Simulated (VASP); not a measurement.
# BaCaGe2 (P4/mmm) in VASP: single point with PBE

Aim: the single point of BaCaGe2 with PBE.

Program: VASP 6.6.1. These are calculated values, not measurements. Logs are shortened: lines on timing, memory, paths and dates and some standing lists are left out, and cuts for length are marked.

## Step 1: Starting point

Symmetry: P4/mmm, No. 123, tetragonal system. Conventional cell: a = 4.028 Å, b = 4.028 Å, c = 7.041 Å, α = 90.00°, β = 90.00°, γ = 90.00°. Ba (site symmetry 4/mmm) has 2 Ca at 3.52 Å and 8 Ge at 3.63 Å and 4 Ba at 4.03 Å as nearest neighbours. Ca (site symmetry 4/mmm) is surrounded by 8 Ge at 3.12 Å and 2 Ba at 3.52 Å. Around Ge (site symmetry 4mm) lie 1 Ge at 2.55 Å.

The cell was built by a generator and needn't be a form met in nature.

## Step 2: Single point, PBE

The input, INCAR:

```
ALGO = Fast ; EDIFF = 1E-6
ENCUT = 520 ; GGA = PE
ISIF = 2 ; ISMEAR = 0
LASPH = True ; LCHARG = True
LELF = True ; LREAL = False
LVHAR = True ; LWAVE = False
NBANDS = 32 ; NELM = 100
PREC = Accurate ; SIGMA = 0.1
```

The input, KPOINTS:

```
k-points
0
Gamma
  12 12 6
```

The input, POSCAR:

```
BaCaGe2
1.0
    4.0276814653      0.0000000000      0.0000000000
    0.0000000000      4.0276814653      0.0000000000
    0.0000000000      0.0000000000      7.0407639117
Ba Ca Ge
1 1 2
Direct
    0.0000000000      0.0000000000      0.0000000000
    0.0000000000      0.0000000000      0.5000000000
    0.5000000000      0.5000000000      0.3192008246
    0.5000000000      0.5000000000      0.6807991754
```

Potentials or basis: VASP PAW PBE potentials, release 64 (Ba_sv, Ca_sv, Ge_d).

The run is started by

```
$ cat potpaw_PBE.64/Ba_sv/POTCAR potpaw_PBE.64/Ca_sv/POTCAR potpaw_PBE.64/Ge_d/POTCAR > POTCAR
$ mpirun -np 1 vasp_std > vasp.out
```

OUTCAR:

```text
EDIFF = 1E-6
   ENCUT = 520
   GGA = PE
   ISIF = 2
   ISMEAR = 0
   LASPH = True
   LREAL = False
   NELM = 100
   PREC = Accurate

 ion  position               nearest neighbor table
   1  0.000  0.000  0.000-   2 3.52   2 3.52   4 3.63   3 3.63   3 3.63   4 3.63   3 3.63   4 3.63
                             3 3.63   4 3.63
   2  0.000  0.000  0.500-   1 3.52   1 3.52
   3  0.500  0.500  0.319-   4 2.55   1 3.63   1 3.63   1 3.63   1 3.63
   4  0.500  0.500  0.681-   3 2.55   1 3.63   1 3.63   1 3.63   1 3.63

  LATTYP: Found a simple tetragonal cell.
 ALAT       =     4.0276814653
 C/A-ratio  =     1.7480935303

  Lattice vectors:

 A1 = (   4.0276814653,   0.0000000000,   0.0000000000)
 A2 = (   0.0000000000,   4.0276814653,   0.0000000000)
 A3 = (   0.0000000000,   0.0000000000,   7.0407639117)

Analysis of symmetry for initial positions (statically):
=====================================================================
 Subroutine PRICEL returns:
 Original cell was already a primitive cell.

 Routine SETGRP: Setting up the symmetry group for a
 simple tetragonal supercell.

 Subroutine GETGRP returns: Found 16 space group operations
 (whereof 16 operations were pure point group operations)
 out of a pool of 16 trial point group operations.

The static configuration has the point symmetry D_4h.

Analysis of symmetry for dynamics (positions and initial velocities):
=====================================================================
 Subroutine PRICEL returns:
 Original cell was already a primitive cell.

 Routine SETGRP: Setting up the symmetry group for a
 simple tetragonal supercell.

 Subroutine GETGRP returns: Found 16 space group operations
 (whereof 16 operations were pure point group operations)
 out of a pool of 16 trial point group operations.

The dynamic configuration has the point symmetry D_4h.

 Subroutine INISYM returns: Found 16 space group operations
 (whereof 16 operations are pure point group operations),
 and found     1 'primitive' translations

----------------------------------------------------------------------------------------

                                     Primitive cell

  volume of cell :     114.2168

  direct lattice vectors                    reciprocal lattice vectors
     4.027681465  0.000000000  0.000000000     0.248281799  0.000000000  0.000000000
     0.000000000  4.027681465  0.000000000     0.000000000  0.248281799  0.000000000
     0.000000000  0.000000000  7.040763912     0.000000000  0.000000000  0.142030043

  length of vectors
     4.027681465  4.027681465  7.040763912     0.248281799  0.248281799  0.142030043

  position of ions in fractional coordinates (direct lattice)
     0.000000000  0.000000000  0.000000000
     0.000000000  0.000000000  0.500000000
     0.500000000  0.500000000  0.319200825
     0.500000000  0.500000000  0.680799175

  ion indices of the primitive-cell ions
   primitive index   ion index
                 1           1
                 2           2
                 3           3
                 4           4

----------------------------------------------------------------------------------------

 KPOINTS: k-points

Automatic generation of k-mesh.
 Grid dimensions read from file:
 generate k-points for:   12   12    6

 Generating k-lattice:

  Cartesian coordinates                     Fractional coordinates (reciprocal lattice)
     0.020690150  0.000000000  0.000000000     0.083333333  0.000000000  0.000000000
     0.000000000  0.020690150  0.000000000     0.000000000  0.083333333  0.000000000
     0.000000000  0.000000000  0.023671674     0.000000000  0.000000000  0.166666667

  Length of vectors
     0.020690150  0.020690150  0.023671674

  Shift w.r.t. Gamma in fractional coordinates (k-lattice)
     0.000000000  0.000000000  0.000000000

 Subroutine IBZKPT returns following result:
 ===========================================

 Found    112 irreducible k-points:

 Following reciprocal coordinates:
            Coordinates               Weight
  0.000000  0.000000  0.000000      1.000000
  0.083333  0.000000  0.000000      4.000000
  0.166667  0.000000  0.000000      4.000000
  0.250000  0.000000  0.000000      4.000000
  0.333333  0.000000  0.000000      4.000000
  0.416667  0.000000  0.000000      4.000000
[... 16 lines left out ...]
  0.333333  0.333333  0.000000      4.000000
  0.416667  0.333333  0.000000      8.000000
 [... further k-points ...]
   k-points           NKPTS =    112   k-points in BZ     NKDIM =    112   number of bands    NBANDS=     32
   number of dos      NEDOS =    301   number of ions     NIONS =      4
   total plane-waves  NPLWV =  48600
   dimension x,y,z NGX =    30 NGY =   30 NGZ =   54
   dimension x,y,z NGXF=    60 NGYF=   60 NGZF=  108
   ions per type =               1   1   2
   NGX,Y,Z   is equivalent  to a cutoff of  12.38, 12.38, 12.75 a.u.
   NGXF,Y,Z  is equivalent  to a cutoff of  24.77, 24.77, 25.50 a.u.
 SYSTEM =  unknown system
   PREC   = accura    normal or accurate (medium, high low for compatibility)
   ISTART =      0    job   : 0-new  1-cont  2-samecut
   ICHARG =      2    charge: 1-file 2-atom 10-const
   ISPIN  =      1    spin polarized calculation?
   LNONCOLLINEAR =      F non collinear calculations
   LSORBIT =      F    spin-orbit coupling
   LASPH  =      T    aspherical Exc in radial PAW
   ENCUT  =  520.0 eV  38.22 Ry    6.18 a.u.   7.49  7.49 13.09*2*pi/ulx,y,z
   NELM   =    100;   NELMIN=  2; NELMDL= -5     # of ELM steps
   EDIFF  = 0.1E-05   stopping-criterion for ELM
   LREAL  =      F    real-space projection
   EDIFFG = 0.1E-04   stopping-criterion for IOM
   NSW    =      0    number of steps for IOM
   IBRION =     -1    ionic relax: 0-MD 1-quasi-New 2-CG
   NFREE  =      0    steps in history (QN), initial steepest desc. (CG)
   ISIF   =      2    stress and relaxation
   ISYM   =      2    0-nonsym 1-usesym 2-fastsym
   POTIM  = 0.5000    time-step for ionic-motion
   TEBEG  =    0.0;   TEEND  =   0.0 temperature during run
   PSTRESS=    0.0 pullay stress
   NELECT =      48.0000    total number of electrons
   NUPDOWN=      -1.0000    fix difference up-down
   EMIN   =  10.00;   EMAX   =-10.00  energy-range for DOS
   EFERMI =   0.00;   METHOD = LEGACY
   ISMEAR =     0;   SIGMA  =   0.10  broadening in eV -4-tet -1-fermi 0-gaus
   EFERMI_NEDOS =   21; number of points for ismear=-14 and -15
   IALGO  =     68    algorithm
   IMIX   =      4    mixing-type and parameters
     AMIX     =   0.40;   BMIX     =  1.00
     AMIX_MAG =   1.60;   BMIX_MAG =  1.00
  volume/ion in A,a.u.               =      28.55       192.69
  Fermi-wavevector in a.u.,A,eV,Ry     =   1.226249  2.317274 20.458889  1.503686
  Thomas-Fermi vector in A             =   2.361257
   LORBIT       =      0    0 simple, 1 ext, 2 COOP (PROOUT), +10 PAW based schemes
   GGA     = PE    functional components
   LHFCALC =     F    Hartree Fock is set to
   AEXX    =    0.0000 exact exchange contribution
   IVDW    =     0    specifies the selected vdW correction
   LEPSILON=     F    determine dielectric tensor
   LRPA    =     F    only Hartree local field effects (RPA)
 non-spin polarized calculation
 RMM-DIIS sequential band-by-band and
 Gauss-broadening in eV      SIGMA  =   0.10
  energy-cutoff  :      520.00
  volume of cell :      114.22
 maximum number of plane-waves:      3122
 NGX is ok and might be reduce to    30
   NGX = 15   NGY = 15   NGZ = 27

 number of electron      47.9999928 magnetization

 Free energy of the ion-electron system (eV)
  ---------------------------------------------------
  ext. energy  EPLUGINS =         0.00000000
  ---------------------------------------------------
  free energy    TOTEN  =       -14.84328590 eV

  energy without entropy =      -14.83420248  energy(sigma->0) =      -14.83874419

 E-fermi :   3.7477     XC(G=0):  -9.4492

 val. band max:        3.7378278182   @ k =   0.1667   0.0833   0.5000
 cond. band min:       3.7509967208   @ k =   0.2500   0.2500   0.3333
 fundamental gap:      0.0131689026
 Fermi energy:         3.7476813222

 k-point     1 :       0.0000    0.0000    0.0000
  band No.  band energies     occupation
      1     -36.8567      2.00000
      2     -24.6686      2.00000
      3     -20.1335      2.00000
      4     -20.0699      2.00000
      5     -20.0699      2.00000
      6     -20.0380      2.00000
[... 24 lines left out ...]
     31       8.0463      0.00000
     32       9.0405      0.00000

 k-point     2 :       0.0833    0.0000    0.0000
  band No.  band energies     occupation
      1     -36.8564      2.00000
      2     -24.6654      2.00000
      3     -20.1334      2.00000
      4     -20.0698      2.00000
      5     -20.0697      2.00000
      6     -20.0384      2.00000
[... 24 lines left out ...]
     31       8.0861      0.00000
     32       9.0064      0.00000

 k-point     3 :       0.1667    0.0000    0.0000
  band No.  band energies     occupation
      1     -36.8558      2.00000
      2     -24.6565      2.00000
      3     -20.1333      2.00000
      4     -20.0696      2.00000
      5     -20.0694      2.00000
      6     -20.0396      2.00000
[... 24 lines left out ...]
     31       8.4042      0.00000
     32       8.5337      0.00000

 k-point     4 :       0.2500    0.0000    0.0000
  band No.  band energies     occupation
      1     -36.8549      2.00000
      2     -24.6443      2.00000
      3     -20.1331      2.00000
      4     -20.0694      2.00000
      5     -20.0688      2.00000
      6     -20.0412      2.00000
[... 24 lines left out ...]
     31       7.9232      0.00000
     32       8.6269      0.00000

 k-point     5 :       0.3333    0.0000    0.0000
  band No.  band energies     occupation
      1     -36.8539      2.00000
      2     -24.6321      2.00000
      3     -20.1329      2.00000
      4     -20.0691      2.00000
      5     -20.0682      2.00000
      6     -20.0429      2.00000
[... 584 lines left out ...]
     31       8.4027      0.00000
     32       8.6436      0.00000

 k-point    22 :       0.5000    0.2500    0.0000
  band No.  band energies     occupation
      1     -36.8513      2.00000
      2     -24.5964      2.00000
      3     -20.1320      2.00000
      4     -20.0712      2.00000
      5     -20.0705      2.00000
      6     -20.0421      2.00000
[... 24 lines left out ...]
     31       8.4795      0.00000
     32       8.8596      0.00000

 k-point    23 :       0.3333    0.3333    0.0000
  band No.  band energies     occupation
      1     -36.8513      2.00000
      2     -24.5966      2.00000
      3     -20.1320      2.00000
      4     -20.0725      2.00000
      5     -20.0700      2.00000
      6     -20.0415      2.00000
[... 24 lines left out ...]
     31       8.1694      0.00000
     32       8.4077      0.00000

 k-point    24 :       0.4167    0.3333    0.0000
  band No.  band energies     occupation
      1     -36.8507      2.00000
      2     -24.5879      2.00000
      3     -20.1318      2.00000
      4     -20.0726      2.00000
      5     -20.0712      2.00000
      6     -20.0411      2.00000
[... 24 lines left out ...]
     31       8.3239      0.00000
     32       8.6406      0.00000

 [... further k-points ...]

------------------------ aborting loop because EDIFF is reached ----------------------------------------

  FORCE on cell =-STRESS in cart. coord.  units (eV):
  Direction    XX          YY          ZZ          XY          YZ          ZX
  --------------------------------------------------------------------------------------
  -------------------------------------------------------------------------------------
  Total        0.2446643      0.2446643      0.2602142      0.0000000      0.0000000      0.0000000
  in kB        3.4320311      3.4320311      3.6501570      0.0000000      0.0000000      0.0000000
  external PRESSURE =       3.5047397 kB  Pullay stress =       0.0000000 kB

 VOLUME and BASIS-vectors are now :
 -----------------------------------------------------------------------------
  energy-cutoff  :      520.00
  volume of cell :      114.22
      direct lattice vectors                 reciprocal lattice vectors
     4.027681465  0.000000000  0.000000000     0.248281799  0.000000000  0.000000000
     0.000000000  4.027681465  0.000000000     0.000000000  0.248281799  0.000000000
     0.000000000  0.000000000  7.040763912     0.000000000  0.000000000  0.142030043

 POSITION                                       TOTAL-FORCE (eV/Angst)
 -----------------------------------------------------------------------------------
      0.00000      0.00000      0.00000         0.000000      0.000000      0.000000
      0.00000      0.00000      3.52038         0.000000      0.000000      0.000000
      2.01384      2.01384      2.24742         0.000000      0.000000      0.021895
      2.01384      2.01384      4.79335         0.000000     -0.000000     -0.021895
 -----------------------------------------------------------------------------------
    total drift:                                0.000000      0.000000      0.000000

  FREE ENERGIE OF THE ION-ELECTRON SYSTEM (eV)
  ---------------------------------------------------
  free  energy   TOTEN  =       -14.8432858972 eV

  energy  without entropy=      -14.8342024780  energy(sigma->0) =      -14.83874419
```

It took 9.1 min on 1 thread of Intel Xeon 6975P-C (Granite Rapids), shared host; peak memory 0.53 GiB.

What came out:

```yaml
Free_energy: -14.8433 eV
Pressure: 0.4 GPa
Largest_force: 0.022 eV/Å
Band_gap_on_the_k_mesh: none (metal or under the smearing width)
```

Forces on the atoms (eV/Å):
```
Ba   0.000  0.000  0.000
Ca   0.000  0.000  0.000
Ge   0.000  0.000  0.022
Ge   0.000  0.000 -0.022
```

Levels at points of the mesh, in eV from the Fermi level:
| k point | band 21 | band 22 | band 23 | band 24 | band 25 | band 26 | band 27 | band 28 |
| --- | --- | --- | --- | --- | --- | --- | --- | --- |
| (0.00, 0.00, 0.00) | -3.09 | 0.48 | 0.52 | 0.57 | 0.57 | 0.76 | 0.76 | 2.06 |
| (0.50, 0.00, 0.00) | -3.52 | -1.47 | -0.44 | -0.28 | 0.89 | 1.53 | 2.48 | 2.76 |
| (0.50, 0.50, 0.00) | -2.38 | -1.95 | -1.95 | -1.77 | -1.77 | 0.61 | 4.04 | 4.10 |
| (0.00, 0.00, 0.50) | -1.32 | -0.30 | 0.20 | 0.20 | 0.71 | 1.43 | 1.43 | 1.57 |
| (0.50, 0.00, 0.50) | -2.98 | -1.73 | -1.51 | -0.07 | 1.45 | 1.54 | 1.88 | 2.93 |
| (0.50, 0.50, 0.50) | -2.46 | -2.46 | -0.92 | -0.92 | -0.55 | 0.64 | 2.09 | 2.63 |

The run has no spin-orbit coupling, so splittings on Ba are missing.
